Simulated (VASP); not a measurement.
An input for Quantum ESPRESSO's pw.x (written as the equivalent of a VASP run, and not itself run):

```
&CONTROL
  calculation = 'vc-relax'
  pseudo_dir = './pseudo'
  outdir = './out'
  tprnfor = .true.
  tstress = .true.
  nstep = 40
  forc_conv_thr = 0.00078
/
&SYSTEM
  ibrav = 0
  nat = 2
  ntyp = 2
  ecutwfc = 82
  occupations = 'smearing'
  smearing = 'methfessel-paxton'
  degauss = 0.00735
  input_dft = 'pbesol'
/
&ELECTRONS
  conv_thr = 7.3e-08
  electron_maxstep = 100
/
&IONS
/
&CELL
  press = 100
/
ATOMIC_SPECIES
  Zr 91.224 Zr.upf
  C 12.011 C.upf
CELL_PARAMETERS angstrom
     0.0000000    2.3053546    2.3053546
     2.3053546    0.0000000    2.3053546
     2.3053546    2.3053546    0.0000000
ATOMIC_POSITIONS crystal
  Zr   0.0000000  0.0000000  0.0000000
  C    0.5000000  0.5000000  0.5000000
K_POINTS automatic
  14 14 14 0 0 0
```

**Question.** Write the VASP files for the same calculation (PBEsol).

**Answer.** This is not unique; one that fits is 
### KPOINTS
```
Automatic mesh
0
Gamma
14 14 14
0 0 0
```

**POSCAR**
```
ZrC
1
    0.0000000000     2.3053546053     2.3053546053
    2.3053546053     0.0000000000     2.3053546053
    2.3053546053     2.3053546053     0.0000000000
Zr C
1 1
Direct
  0.0000000000   0.0000000000   0.0000000000
  0.5000000000   0.5000000000   0.5000000000
```

### INCAR
```
SYSTEM = ZrC
PREC = Accurate; ENCUT = 620; LREAL = .FALSE.
LASPH = .TRUE.
EDIFF = 1E-6; NELM = 100; ALGO = Normal
LMAXMIX = 4
ISMEAR = 1; SIGMA = 0.1
GGA = PS
IBRION = 2; NSW = 40; ISIF = 3
EDIFFG = -0.02; PSTRESS = 100
LWAVE = .FALSE.; LCHARG = .FALSE.
```

POTCAR, in this order: Zr_sv C (PBE.64 set). Program: vasp_std.

What does not carry over: the potentials are each code's own (VASP's PAW set, PseudoDojo norm-conserving files in pw.x), so ENCUT and ecutwfc are chosen apart and not converted; conv_thr bounds pw.x's estimated SCF error, while EDIFF bounds the energy change between steps; forc_conv_thr acts on force components and is met together with etot_conv_thr.

The compound is ZrC in the rock salt structure. It was relaxed first under an external pressure of 10 GPa.
